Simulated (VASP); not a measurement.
These are PBE GGA, VASP's PBE PAW potentials (set 64) (plane waves; VASP) values and carry that method's errors.

VASP input:

### POSCAR
```
MoTe2
1
    1.6599744978    -2.8751560330    -0.0000000000
    1.6599744978     2.8751560330    -0.0000000000
    0.0000000000     0.0000000000    12.7479014941
Te Mo
4 2
Direct
  0.3333330000   0.6666670000   0.8941669160
  0.6666670000   0.3333330000   0.3941669160
  0.6666670000   0.3333330000   0.1058330840
  0.3333330000   0.6666670000   0.6058330840
  0.3333330000   0.6666670000   0.2500000000
  0.6666670000   0.3333330000   0.7500000000
```

KPOINTS:
```
Automatic mesh
0
Gamma
11 11 3
0 0 0
```

**INCAR**
```
! general
SYSTEM  = MoTe2
PREC    = Accurate
ENCUT   = 500
LREAL   = F
LASPH   = T

! electronic loop
EDIFF   = 1E-6
NELM    = 100
ALGO    = Normal
LMAXMIX = 4

! smearing
ISMEAR  = 1
SIGMA   = 0.1

! functional
GGA     = PE

! ions
IBRION  = 2
NSW     = 40
ISIF    = 3
EDIFFG  = -0.02
PSTRESS = 200

! output
LWAVE   = F
LCHARG  = F
```

POTCAR, in this order: Te Mo_sv (PBE.64 set). Program: vasp_std.

The run wrote:

OSZICAR:
```
       N       E                     dE             d eps       ncg     rms          rms(c)
DAV:   1     0.422570298987E+03    0.42257E+03   -0.27235E+04  2272   0.150E+03
DAV:   2    -0.111253452744E+02   -0.43370E+03   -0.42430E+03  2440   0.365E+02
DAV:   3    -0.349603580674E+02   -0.23835E+02   -0.23559E+02  2519   0.717E+01
DAV:   4    -0.355071011131E+02   -0.54674E+00   -0.54380E+00  2418   0.110E+01
DAV:   5    -0.355191225586E+02   -0.12021E-01   -0.12018E-01  2481   0.172E+00    0.274E+01
DAV:   6    -0.346324620141E+02    0.88666E+00   -0.34667E+00  2393   0.107E+01    0.111E+01
DAV:   7    -0.345986112873E+02    0.33851E-01   -0.32481E+00  2321   0.654E+00    0.470E+00
DAV:   8    -0.343974597650E+02    0.20115E+00   -0.12456E+00  2312   0.512E+00    0.383E+00
DAV:   9    -0.344090416438E+02   -0.11582E-01   -0.10840E-01  2580   0.148E+00    0.193E+00
DAV:  10    -0.343991668800E+02    0.98748E-02   -0.59992E-02  2357   0.130E+00    0.958E-01
DAV:  11    -0.343993745055E+02   -0.20763E-03   -0.17357E-03  2420   0.239E-01    0.586E-01
DAV:  12    -0.343994117318E+02   -0.37226E-04   -0.45969E-04  2590   0.950E-02    0.460E-01
DAV:  13    -0.343993128605E+02    0.98871E-04   -0.28130E-04  2623   0.865E-02    0.150E-01
DAV:  14    -0.343993164279E+02   -0.35674E-05   -0.64878E-06  2057   0.123E-02    0.160E-01
DAV:  15    -0.343993105681E+02    0.58598E-05   -0.50695E-06  2023   0.131E-02    0.959E-02
DAV:  16    -0.343993068117E+02    0.37563E-05   -0.84200E-06  2234   0.142E-02    0.333E-02
DAV:  17    -0.343993063877E+02    0.42408E-06   -0.51996E-07  1426   0.393E-03
   1 F= -.19209545E+02 E0= -.19209606E+02  d E =-.192095E+02
       N       E                     dE             d eps       ncg     rms          rms(c)
DAV:   1    -0.343756829266E+02    0.23624E-01   -0.51702E-02  2059   0.167E+00    0.398E-01
DAV:   2    -0.343746172647E+02    0.10657E-02   -0.21439E-02  2235   0.767E-01    0.276E-01
DAV:   3    -0.343738126612E+02    0.80460E-03   -0.47752E-03  2279   0.282E-01    0.936E-02
DAV:   4    -0.343737869989E+02    0.25662E-04   -0.31365E-04  2386   0.832E-02    0.419E-02
DAV:   5    -0.343737625281E+02    0.24471E-04   -0.12656E-04  2452   0.625E-02    0.473E-02
DAV:   6    -0.343737648155E+02   -0.22874E-05   -0.22759E-05  2539   0.221E-02    0.124E-02
DAV:   7    -0.343737652077E+02   -0.39225E-06   -0.13164E-06  1422   0.547E-03
   2 F= -.19209618E+02 E0= -.19209661E+02  d E =-.729945E-04
       N       E                     dE             d eps       ncg     rms          rms(c)
DAV:   1    -0.343823972224E+02   -0.86324E-02   -0.56176E-03  2087   0.550E-01    0.131E-01
DAV:   2    -0.343822839524E+02    0.11327E-03   -0.23419E-03  2233   0.253E-01    0.882E-02
DAV:   3    -0.343821958243E+02    0.88128E-04   -0.52409E-04  2286   0.934E-02    0.332E-02
DAV:   4    -0.343821920720E+02    0.37523E-05   -0.34033E-05  2351   0.271E-02    0.133E-02
DAV:   5    -0.343821880900E+02    0.39819E-05   -0.15000E-05  2431   0.214E-02    0.146E-02
DAV:   6    -0.343821864483E+02    0.16417E-05   -0.22636E-06  1425   0.742E-03    0.425E-03
DAV:   7    -0.343821862457E+02    0.20265E-06   -0.22719E-07  1153   0.283E-03
   3 F= -.19209641E+02 E0= -.19209691E+02  d E =-.961054E-04
       N       E                     dE             d eps       ncg     rms          rms(c)
DAV:   1    -0.343827321987E+02   -0.54575E-03   -0.65301E-03  1998   0.489E-01    0.992E-02
DAV:   2    -0.343826878033E+02    0.44395E-04   -0.36860E-04  2289   0.953E-02    0.484E-02
DAV:   3    -0.343826762877E+02    0.11516E-04   -0.30784E-05  2479   0.318E-02    0.197E-02
DAV:   4    -0.343826714367E+02    0.48510E-05   -0.21822E-05  2423   0.229E-02    0.188E-02
DAV:   5    -0.343826700986E+02    0.13381E-05   -0.64797E-06  1987   0.116E-02    0.244E-03
DAV:   6    -0.343826698761E+02    0.22244E-06   -0.44348E-07  1097   0.404E-03
   4 F= -.19209728E+02 E0= -.19209769E+02  d E =-.865571E-04
```

### OUTCAR
```
------------------------ aborting loop because EDIFF is reached ----------------------------------------
  FORCE on cell =-STRESS in cart. coord.  units (eV):
  Direction    XX          YY          ZZ          XY          YZ          ZX
  --------------------------------------------------------------------------------------
  Total       15.2101017     15.2100409     15.2167458     -0.0000000      0.0000000      0.0000000
  in kB      200.4898169    200.4890158    200.5773948     -0.0000000      0.0000000      0.0000000
  external PRESSURE =       0.5187425 kB  Pullay stress =     200.0000000 kB
  volume of cell :      121.55
      direct lattice vectors                 reciprocal lattice vectors
     1.660115696 -2.875398987  0.000000000     0.301183828 -0.173888911 -0.000000000
     1.660115696  2.875398987  0.000000000     0.301183828  0.173888911 -0.000000000
     0.000000000  0.000000000 12.731627229    -0.000000000  0.000000000  0.078544555
 POSITION                                       TOTAL-FORCE (eV/Angst)
 -----------------------------------------------------------------------------------
      1.66012      0.95847     11.38579         0.000000      0.000000      0.013090
      1.66012     -0.95847      5.01998         0.000000     -0.000000      0.013090
      1.66012     -0.95847      1.34583        -0.000000      0.000000     -0.013090
      1.66012      0.95847      7.71165         0.000000      0.000000     -0.013090
      1.66012      0.95847      3.18291         0.000000     -0.000000      0.000000
      1.66012     -0.95847      9.54872        -0.000000      0.000000      0.000000
 -----------------------------------------------------------------------------------
    total drift:                               -0.000000      0.001510     -0.000025
  FREE ENERGIE OF THE ION-ELECTRON SYSTEM (eV)
  ---------------------------------------------------
  free  energy   TOTEN  =       -34.3826698761 eV

  energy  without entropy=      -34.3827928830  energy(sigma->0) =      -34.38271088
  enthalpy is  TOTEN    =       -19.2097279858 eV   P V=       15.1729418903

 reached required accuracy - stopping structural energy minimisation
```
(Selected blocks of OUTCAR.)

File CONTCAR:
```
MoTe2
   1.00000000000000
     1.6601156962427579   -2.8753989873841981    0.0000000000000000
     1.6601156962427579    2.8753989873841981    0.0000000000000000
     0.0000000000000000    0.0000000000000000   12.7316272287020666
  Te              Mo
     4     2
Direct
     0.3333330000000032    0.6666669999999968    0.8942921650563038
     0.6666669999999968    0.3333330000000032    0.3942921650563039
     0.6666669999999968    0.3333330000000032    0.1057078349436961
     0.3333330000000032    0.6666669999999968    0.6057078349436962
     0.3333330000000032    0.6666669999999968    0.2500000000000000
     0.6666669999999968    0.3333330000000032    0.7500000000000000
```

### OUTCAR
```
 val. band max:       11.6879704290   @ k =   0.0909   0.0000   0.3333

 cond. band min:      11.7653725617   @ k =   0.2727   0.2727   0.0000


 Fermi energy:        11.7124731289

 k-point     1 :       0.0000    0.0000    0.0000
  band No.  band energies     occupation
      1     -49.4436      2.00000
      2     -49.4436      2.00000
      3     -23.7316      2.00000
      4     -23.7315      2.00000
      5     -23.4500      2.00000
      6     -23.4500      2.00000
      7     -23.4500      2.00000
      8     -23.4500      2.00000
      9      -3.2527      2.00000
     10      -2.5993      2.00000
     11      -2.0704      2.00000
     12      -0.9166      2.00000
     13       3.9942      2.00000
     14       6.6513      2.00000
     15       6.8023      2.00000
     16       9.4750      2.00000
     17       9.4798      2.00000
     18       9.4798      2.00000
     19       9.5283      2.00000
     20       9.5283      2.00000
     21      10.3265      2.00000
     22      10.3265      2.00000
     23      10.4411      2.00000
     24      10.4411      2.00000
     25      11.5354      2.03115
     26      11.9013     -0.02256
     27      14.4626      0.00000
     28      14.4626      0.00000
     29      14.5585      0.00000
     30      14.5585      0.00000
     31      14.9460      0.00000

 k-point     2 :       0.0909    0.0000    0.0000
  band No.  band energies     occupation
      1     -49.4419      2.00000
      2     -49.4418      2.00000
      3     -23.7272      2.00000
      4     -23.7271      2.00000
      5     -23.4697      2.00000
      6     -23.4697      2.00000
      7     -23.4545      2.00000
      8     -23.4545      2.00000
      9      -3.1067      2.00000
     10      -2.4787      2.00000
     11      -1.9268      2.00000
     12      -0.8249      2.00000
     13       4.1543      2.00000
     14       6.7686      2.00000
     15       6.8002      2.00000
     16       9.1629      2.00000
     17       9.2469      2.00000
...
```

Without a dispersion term in the relaxation, distances and binding between the weakly bound layers, chains or molecules are unreliable, and so is what depends on them. Unless said otherwise, spin-orbit coupling is left out, though it shifts the bands of the heavy elements here.

The compound is MoTe2 in the 2H layered structure. This run relaxes it under an external pressure of 20 GPa. Symmetry was kept, so distortions that lower it aren't found.
